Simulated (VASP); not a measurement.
# A VASP study of Au (Gold) (LDA): structure first, properties next, part 2 of 2

What structure and properties does LDA give Au (Gold), and how near are they to the measured ones? Left out of this account: at least 1 further run (phonons: it ended without a result to show). The start is a cell from a database of measured crystal structures.

VASP 6.6.1, plane waves and PAW; the level of theory is named at each step.

Still holding for the runs below: This run has no spin polarisation. Its electron count is odd, so without a moment it is a metal by construction.

So far. Step 12 (Volume scan with LDA, volume scale 1.06): The pressure falls from -6.78 to -9.50 GPa. The parabola predicted -9.40 GPa, +0.10 GPa off. Step 14 (Fit for LDA): The fit over cells of fixed shape and fractional positions puts the volume +0.04 % from the relaxed one.

The database entry behind the starting cell differs from later determinations by our own check (about 0.15 % short), so it need not match the best structure at ambient conditions.

### Step 15. Elastic tensor by finite strains (LDA)

This step: LDA; plane waves and PAW (Au) (VASP 6.6.1).

IBRION = 6 with ISIF = 3 strains the cell both ways at fixed fractional positions, and adds the ions' share afterwards from the force constants. Stress converges slowly with the basis, so the cutoff is raised.

INCAR reads:

```
SYSTEM = Au
PREC = Accurate
ENCUT = 500
EDIFF = 1E-07
NELM = 100
ISMEAR = 1
SIGMA = 0.2
LREAL = .FALSE.
ALGO = Normal
GGA = CA
NBANDS = 11
LASPH = .TRUE.
LORBIT = 11
LWAVE = .FALSE.
LCHARG = .FALSE.
KPAR = 2
IBRION = 6
NFREE = 2
POTIM = 0.015
ISIF = 3
NSW = 1
```

POSCAR reads:

```
Au
1.0
    0.0000000000      2.0295231611      2.0295231611
    2.0295231611      0.0000000000      2.0295231611
    2.0295231611      2.0295231611      0.0000000000
Au
1
Direct
    0.0000000000      0.0000000000      0.0000000000
```

KPOINTS reads:

```
Automatic mesh
0
Gamma
30 30 30
0 0 0
```

The projector-augmented-wave data sets are Au (LDA family, release 64).

Launch:

```
$ mpirun -np 2 vasp_std
```

The job ended after 14 min (2 MPI ranks of Intel Xeon 6975P-C (Granite Rapids), shared host; peak memory 3.9 GiB; 28 min of CPU time).

The last energy, forces, stress and levels in OUTCAR belong to the last displaced cell, not to the cell of POSCAR.

Numbers from this step:

- irreducible k-points: 752
- pressure of the cell: -1.143 GPa
- largest force of the cell: 0 eV/Å
- mechanically stable: yes
- bulk modulus (Voigt): 187.2 GPa
- shear modulus (Voigt): 35.50 GPa
- bulk modulus (Hill): 187.2 GPa
- shear modulus (Hill): 33.29 GPa
- Young's modulus: 94.29 GPa
- Poisson's ratio: 0.4161

Elastic constants with relaxed ions, Voigt order xx yy zz yz xz xy (GPa):

```
215.5 173.0 173.0   0.0   0.0   0.0
173.0 215.5 173.0   0.0   0.0   0.0
173.0 173.0 215.5   0.0   0.0   0.0
  0.0   0.0   0.0  45.0   0.0   0.0
  0.0   0.0   0.0   0.0  45.0   0.0
  0.0   0.0   0.0   0.0   0.0  45.0
```

The bulk modulus from the tensor differs from that of the volume scan by -2 %; the two differ in cutoff and mesh, and so in the cell's distance from its minimum. B/G is 5.62, which by Pugh's rule of thumb (1.75, made for nearly isotropic solids) points to a ductile solid. The Zener ratio 2C44/(C11 - C12) is 2.12, where 1 means isotropic. With the density of 19.56 g/cm³ the Hill moduli give sound speeds of 3.44 km/s (longitudinal) and 1.30 km/s (transverse), and from their mean a Debye temperature of 172 K.

### Step 16. Core-level energies (LDA)

ICORELEVEL = 1 prints the core eigenvalues in the potential of the ground state.

INCAR reads:

```
SYSTEM = Au
PREC = Accurate
ENCUT = 400
EDIFF = 1E-06
NELM = 100
ISMEAR = 1
SIGMA = 0.2
LREAL = .FALSE.
ALGO = Normal
GGA = CA
NBANDS = 11
LASPH = .TRUE.
LORBIT = 11
LWAVE = .FALSE.
LCHARG = .FALSE.
KPAR = 2
ICORELEVEL = 1
```

POSCAR is that of step 15.

KPOINTS reads:

```
Automatic mesh
0
Gamma
8 8 8
0 0 0
```

Launch:

```
$ mpirun -np 2 vasp_std
```

The job ended after 1.6 s (2 MPI ranks; peak memory 0.21 GiB; 2.1 s of CPU time).

These are scalar-relativistic Kohn-Sham levels of the ground state, with no core hole, so they are not binding energies.

This step gave:

```
SCF cycles           : 10
irreducible k-points : 29
free energy (TOTEN)  : -4.403 eV
Fermi energy         : 9.585 eV
pressure             : -0.02032 GPa
```

Kohn-Sham core levels. Core levels, by row:

```
atom  shell  level below the Fermi level (eV)
 Au1     1s                             80174
 Au1     2s                             14157
 Au1     2p                             12257
 Au1     3s                              3341
 Au1     3p                              2789
 Au1     3d                              2198
 Au1     4s                             722.3
 Au1     4p                             540.9
 Au1     4d                             322.6
 Au1     4f                              79.2
 Au1     5s                             105.2
 Au1     5p                              56.8
```

### Step 17. Bands along the symmetry lines (LDA + SOC)

This step: LDA, spin-orbit coupling; plane waves and PAW (Au) (VASP 6.6.1).

Levels along the symmetry lines show where the bands peak and cross; KPOINTS_OPT computes them in the converged potential. Spin-orbit coupling needs spinors and the noncollinear program, where each band holds one electron.

INCAR: that of step 16 with these lines changed.

```diff
@@ -10,4 +10,9 @@
 GGA = CA
-NBANDS = 11
+LNONCOLLINEAR = .TRUE.
+MAGMOM = 0 0 0
+NBANDS = 22
+GGA_COMPAT = .FALSE.
 LASPH = .TRUE.
+LSORBIT = .TRUE.
+LMAXMIX = 4
 LORBIT = 11
@@ -16,2 +21 @@
 KPAR = 2
-ICORELEVEL = 1
```

POSCAR is that of step 16.

KPOINTS reads:

```
Automatic mesh
0
Gamma
7 7 7
0 0 0
```

KPOINTS_OPT reads:

```
Line mode
16
Line-mode
Reciprocal
  0.00000000   0.00000000   0.00000000 GAMMA
  0.50000000   0.00000000   0.50000000 X

  0.50000000   0.00000000   0.50000000 X
  0.50000000   0.25000000   0.75000000 W

  0.50000000   0.25000000   0.75000000 W
  0.37500000   0.37500000   0.75000000 K

  0.37500000   0.37500000   0.75000000 K
  0.00000000   0.00000000   0.00000000 GAMMA

  0.00000000   0.00000000   0.00000000 GAMMA
  0.50000000   0.50000000   0.50000000 L

  0.50000000   0.50000000   0.50000000 L
  0.62500000   0.25000000   0.62500000 U

  0.62500000   0.25000000   0.62500000 U
  0.50000000   0.25000000   0.75000000 W

  0.50000000   0.25000000   0.75000000 W
  0.50000000   0.50000000   0.50000000 L

  0.50000000   0.50000000   0.50000000 L
  0.37500000   0.37500000   0.75000000 K

  0.62500000   0.25000000   0.62500000 U
  0.50000000   0.00000000   0.50000000 X
```

Launch:

```
$ mpirun -np 2 vasp_ncl
```

The job ended after 12 s (2 MPI ranks; peak memory 0.28 GiB).

At this level the cell is under a tension of 2.5 GPa, so at these settings it is away from equilibrium.

Numbers from this step:

- SCF cycles: 11
- bands: 22
- irreducible k-points: 20
- free energy (TOTEN): -4.793 eV
- energy at zero smearing: -4.793 eV
- Fermi energy: 9.117 eV
- pressure: -2.457 GPa

On-site spin-orbit energy by atom:

```
atom  on-site spin-orbit energy (eV)
 Au1                          -0.596
```

Electronic bands along the path, in eV, zero at the Fermi level; # counts the bands kept in this run:

```
          point     #5     #6     #7     #8     #9    #10    #11    #12
              Γ  -4.93  -4.93  -3.75  -3.75  -2.48  -2.48  -2.48  -2.48
0.53 of the way  -4.15  -4.15  -2.74  -2.74  -2.67  -2.67  -1.79  -1.79
              X  -1.74  -1.74  -1.53  -1.53  -0.51  -0.51   1.22   1.22
0.53 of the way  -3.18  -3.18  -2.13  -2.13  -1.00  -1.00   3.65   3.65
              W  -4.67  -4.67  -2.74  -2.74  -1.09  -1.09   5.25   5.25
0.47 of the way  -4.10  -4.10  -2.58  -2.58  -1.23  -1.23   4.68   4.68
              K  -3.54  -3.54  -2.47  -2.47  -1.42  -1.42   4.26   4.26
0.47 of the way  -4.67  -4.67  -3.29  -3.29  -2.92  -2.92  -0.95  -0.95
              Γ  -4.93  -4.93  -3.75  -3.75  -2.48  -2.48  -2.48  -2.48
0.53 of the way  -4.67  -4.67  -3.47  -3.47  -2.59  -2.59  -2.01  -2.01
              L  -3.88  -3.88  -1.80  -1.80  -1.09  -1.09  -0.70  -0.70
0.53 of the way  -3.94  -3.94  -3.26  -3.26  -1.55  -1.55   2.68   2.68
              U  -3.54  -3.54  -2.47  -2.47  -1.42  -1.42   4.26   4.26
0.53 of the way  -4.10  -4.10  -2.58  -2.58  -1.23  -1.23   4.68   4.68
              W  -4.67  -4.67  -2.74  -2.74  -1.09  -1.09   5.25   5.25
0.53 of the way  -4.01  -4.01  -3.21  -3.21  -1.56  -1.56   2.78   2.78
              L  -3.88  -3.88  -1.80  -1.80  -1.09  -1.09  -0.70  -0.70
0.53 of the way  -3.94  -3.94  -3.26  -3.26  -1.55  -1.55   2.68   2.68
              K  -3.54  -3.54  -2.47  -2.47  -1.42  -1.42   4.26   4.26
      jump to U  -3.54  -3.54  -2.47  -2.47  -1.42  -1.42   4.26   4.26
0.47 of the way  -2.45  -2.45  -1.93  -1.93  -0.97  -0.97   2.76   2.76
              X  -1.74  -1.74  -1.53  -1.53  -0.51  -0.51   1.22   1.22
```

There is no gap at this level.

### Step 18. Ionic relaxation at fixed cell (LDA) with a changed input

This step: LDA; plane waves and PAW (Au) (VASP 6.6.1).

This run is made with a changed input; what comes of it follows.

INCAR reads:

```
SYSTEM = Au
PREC = Accurate
ENCUT = 400
EDIFF = 1E-06
NELM = 65
SIGMA = 0.2
LREAL = .FALSE.
ALGO = Normal
GGA = CA
NBANDS = 11
LASPH = .TRUE.
LORBIT = 11
LWAVE = .FALSE.
LCHARG = .FALSE.
KPAR = 2
IBRION = 2
NSW = 30
ISIF = 2
EDIFFG = -0.01
ISMEER = 0
```

POSCAR is that of step 17.

KPOINTS reads:

```
Automatic mesh
0
Gamma
8 8 8
0 0 0
```

Launch:

```
$ mpirun -np 2 vasp_std
```

The job ended after 1.6 s (2 MPI ranks; peak memory 0.21 GiB).

The run converged. In energy (within 2 meV an atom) it ends like the sound relaxation.

Energy and pressure equal those of the sound run on this cell, within 0.05 meV an atom and 0.01 GPa.

The fault in the input: misspelt tag (ISMEER = 0). VASP ignores tags that it doesn't know, so the default applied; correct the spelling.

### Step 19. Outcome

```json
{"relaxed volume": "16.72 Å³/atom", "relaxed conventional cell a, b, c": "4.059, 4.059, 4.059 Å", "space group after relaxing, within 0.02 Å": "Fm-3m (No. 225)", "band gap": "none, a metal", "DOS at the Fermi level": "0.280 states/eV/cell", "bulk modulus from the fit": "191 GPa", "volume from the fit": "16.7 Å³/atom", "bulk modulus (Hill)": "187 GPa", "shear modulus (Hill)": "33.3 GPa", "Debye temperature from the elastic constants": "172 K", "shallowest level of the frozen cores": "Au1 5p, 56.8 eV deep", "band gap (LDA + SOC)": "none, a metal"}
```

With LDA, Au (Gold) relaxes to 16.72 Å³/atom in space group Fm-3m (held by the symmetry of the run), comes out as a metal and has a bulk modulus of 191 GPa. Against the listed cell the volume lies -1.0 %. Bands along the symmetry lines (LDA): Of the bands kept, 1 crosses the Fermi level on this path. Bands along the symmetry lines (LDA + SOC): Of the bands kept, 2 cross the Fermi level on this path (spinor bands, one electron each). Measured elastic constants soften with temperature, which the static lattice leaves out. The k-sampling is coarse for a metal, so the Fermi level, pressures and the shape of the cell carry errors. No search among competing phases was made. All values are for a static lattice at zero temperature.

Computed beside measured:

| quantity | measured | LDA | Birch-Murnaghan fit, LDA |
| --- | --- | --- | --- |
| lattice constant a (Å) | 4.078 | 4.059 (-0.5 %) | - |
| bulk modulus (GPa) | 167 | - | 191 (+14.6 %) |

Measured values from arxiv:1805.06931 (2018) and pmc:11102561 (2024).

Verdict: The lattice constant a is off by -0.5 %: good agreement. The bulk modulus is off by +14.6 %: a clear miss. The grades are ours: good and fair within 0.7 and 1.5 % for the lattice constant a and 5 and 12 % for the bulk modulus. Zero-point motion and thermal expansion (measured at up to 298 K) are not in the computed lattice constants and bulk modulus.

[Lines on the potential files, build, host, timing and source positions are cut from VASP's logs without a mark.]

[Logs are printed without paths, hosts, clocks, repeated set-up lines and the standing remarks that a program may print on its own settings, such as how far it seeks lower states.]

[Hosts, paths, dates, database ids (printed as entryN), source tags and the programs' standing remarks are cut or masked in the printed files.]

[A measured line is paired with the nearest computed mode of its activity, which favours agreement.]

[In band tables of VASP the shares of atoms and orbitals are scaled to a sum of 1 inside the atoms' spheres.]
